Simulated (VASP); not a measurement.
All values below come from PBEsol GGA, VASP's PBE PAW potentials (set 64) (plane waves; VASP 6.6.1).

The input files of a VASP run:

**POSCAR**
```
Y2In
1.0
  5.3700000000   0.0000000000   0.0000000000
 -2.6850000000   4.6505560000   0.0000000000
  0.0000000000   0.0000000000   6.7900000000
Y In
4 2
Cartesian
  0.0230936850   3.0606936731   5.1198433300
  2.6829325500   1.5749479938   1.7148212900
  0.0059365350  -0.0306425135  -0.0373721600
  0.0444501750   0.0361952773   3.4275376800
 -0.0361051950   3.1222949378   1.7215433900
  2.6496895650   1.5376272819   5.0286264700
```

**KPOINTS**
```
Automatic mesh
0
Gamma
5 5 4
0 0 0
```

### INCAR
```
LWAVE  =  F
SIGMA  =  0.2
ISMEAR  =  0   # Gaussian
SYSTEM  =  Y2In
LREAL  =  F   # projection in real space or not
ALGO  =  Normal
ENCUT  =  300   # plane-wave cut-off (eV)
LASPH  =  T   # aspherical one-centre terms
ISIF  =  2
NELM  =  100   # most electronic steps
EDIFF  =  1E-6   # SCF stop (eV)
LCHARG  =  F
PREC  =  Accurate
LMAXMIX  =  4
GGA  =  PS
```

POTCAR, in this order: Y_sv In_d (PBE.64 set). Program: vasp_std.

The run wrote:

File OSZICAR:
```
       N       E                     dE             d eps       ncg     rms          rms(c)
DAV:   1     0.501310234540E+03    0.50131E+03   -0.25023E+04  4284   0.127E+03
DAV:   2     0.141720872935E+02   -0.48714E+03   -0.47795E+03  4562   0.382E+02
DAV:   3    -0.331676609403E+02   -0.47340E+02   -0.46405E+02  6466   0.114E+02
DAV:   4    -0.375821130182E+02   -0.44145E+01   -0.43679E+01  6880   0.273E+01
DAV:   5    -0.378054935898E+02   -0.22338E+00   -0.22309E+00  6816   0.550E+00    0.497E+01
DAV:   6    -0.361042558796E+02    0.17012E+01   -0.31513E+00  4760   0.734E+00    0.334E+01
DAV:   7    -0.359687730042E+02    0.13548E+00   -0.45921E+00  5424   0.985E+00    0.398E+00
DAV:   8    -0.358433688380E+02    0.12540E+00   -0.12044E+00  5196   0.463E+00    0.130E+00
DAV:   9    -0.358441409813E+02   -0.77214E-03   -0.94440E-02  6010   0.140E+00    0.767E-01
DAV:  10    -0.358430198909E+02    0.11211E-02   -0.10407E-02  5772   0.537E-01    0.373E-01
DAV:  11    -0.358426999522E+02    0.31994E-03   -0.23607E-03  6106   0.268E-01    0.108E-01
DAV:  12    -0.358427183944E+02   -0.18442E-04   -0.36086E-04  6434   0.105E-01    0.539E-02
DAV:  13    -0.358427151023E+02    0.32921E-05   -0.34394E-05  5822   0.397E-02    0.286E-02
DAV:  14    -0.358427151083E+02   -0.60636E-08   -0.13981E-05  5326   0.158E-02    0.873E-03
DAV:  15    -0.358427152244E+02   -0.11608E-06   -0.15683E-06  3662   0.903E-03
   1 F= -.35842715E+02 E0= -.35758999E+02  d E =-.167433E+00
```

OUTCAR:
```
------------------------ aborting loop because EDIFF is reached ----------------------------------------
  FORCE on cell =-STRESS in cart. coord.  units (eV):
  Direction    XX          YY          ZZ          XY          YZ          ZX
  --------------------------------------------------------------------------------------
  Total       -2.2044739     -2.0747838     -2.5935242     -0.0200617      0.0509629      0.0054924
  in kB      -20.8289131    -19.6035394    -24.5048441     -0.1895520      0.4815220      0.0518944
  external PRESSURE =     -21.6457655 kB  Pullay stress =       0.0000000 kB
  volume of cell :      169.57
      direct lattice vectors                 reciprocal lattice vectors
     5.370000000  0.000000000  0.000000000     0.186219739  0.107514026  0.000000000
    -2.685000000  4.650556000  0.000000000     0.000000000  0.215028053  0.000000000
     0.000000000  0.000000000  6.790000000     0.000000000  0.000000000  0.147275405
 POSITION                                       TOTAL-FORCE (eV/Angst)
 -----------------------------------------------------------------------------------
      0.02309      3.06069      5.11984        -0.220213      0.200581     -0.046456
      2.68293      1.57495      1.71482        -0.073663     -0.051209     -0.152113
      2.69094      4.61991      6.75263        -0.021391      0.085144      0.262847
      0.04445      0.03620      3.42754        -0.168608     -0.143283     -0.204678
     -0.03611      3.12229      1.72154         0.193248     -0.027772     -0.053966
      2.64969      1.53763      5.02863         0.290627     -0.063462      0.194365
 -----------------------------------------------------------------------------------
    total drift:                               -0.001241     -0.000327      0.001644
  FREE ENERGIE OF THE ION-ELECTRON SYSTEM (eV)
  ---------------------------------------------------
  free  energy   TOTEN  =       -35.8427152244 eV

  energy  without entropy=      -35.6752825656  energy(sigma->0) =      -35.75899890
```
(Selected blocks of OUTCAR.)

At this cut-off the stress carries a Pulay error, which pulls relaxed volumes low.

The structure comes from a measured Y2In entry of the Crystallography Open Database, whose conditions weren't checked. The cell was not relaxed at this level, atoms are displaced from their ideal sites.
